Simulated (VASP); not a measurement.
Given:

```yaml
crystal:
  lattice:
    - [2.88549, 0.00000, 0.00000]
    - [-1.44274, 2.49890, 0.00000]
    - [0.00000, 0.00000, 13.11664]
  atoms:
    - { symbol: Al, position: [0.33333, 0.66667, 0.75000] }
    - { symbol: Al, position: [0.66667, 0.33333, 0.25000] }
    - { symbol: V, position: [0.33333, 0.66667, 0.08600] }
    - { symbol: V, position: [0.66667, 0.33333, 0.58600] }
    - { symbol: V, position: [0.66667, 0.33333, 0.91400] }
    - { symbol: V, position: [0.33333, 0.66667, 0.41400] }
    - { symbol: C, position: [0.00000, 0.00000, 0.00000] }
    - { symbol: C, position: [0.00000, 0.00000, 0.50000] }
```

These are r2SCAN meta-GGA, VASP's PBE PAW potentials (set 64) (plane waves; VASP) values and carry that method's errors. Numerical set-up: 520 eV cut-off, 14×14×3 Γ-centred mesh, tetrahedra with Blöchl corrections, potentials Al V_sv C.

The cores are frozen, which limits the accuracy of field gradients.

**Question.** Give the principal components of the electric field gradient (V/Å²) and the asymmetry η at each nucleus.

**Answer.** 
```json
[
 {"atom": "Al1", "Vxx": "17.5", "Vyy": "17.5", "Vzz": "-35.0", "η": "0.00"},
 {"atom": "Al2", "Vxx": "17.5", "Vyy": "17.5", "Vzz": "-35.0", "η": "0.00"},
 {"atom": "V3", "Vxx": "-8.8", "Vyy": "-8.8", "Vzz": "17.5", "η": "0.00"},
 {"atom": "V4", "Vxx": "-8.8", "Vyy": "-8.8", "Vzz": "17.5", "η": "0.00"},
 {"atom": "V5", "Vxx": "-8.8", "Vyy": "-8.8", "Vzz": "17.5", "η": "0.00"},
 {"atom": "V6", "Vxx": "-8.8", "Vyy": "-8.8", "Vzz": "17.5", "η": "0.00"},
 {"atom": "C7", "Vxx": "-0.8", "Vyy": "-0.8", "Vzz": "1.6", "η": "0.00"},
 {"atom": "C8", "Vxx": "-0.8", "Vyy": "-0.8", "Vzz": "1.6", "η": "0.00"}
]
```

The structure was generated: AlV2C was put into the MAX-211 type (P6_3/mmc), which need not be its known phase. It was relaxed first. The run is not spin-polarised, so no magnetic state was tried.
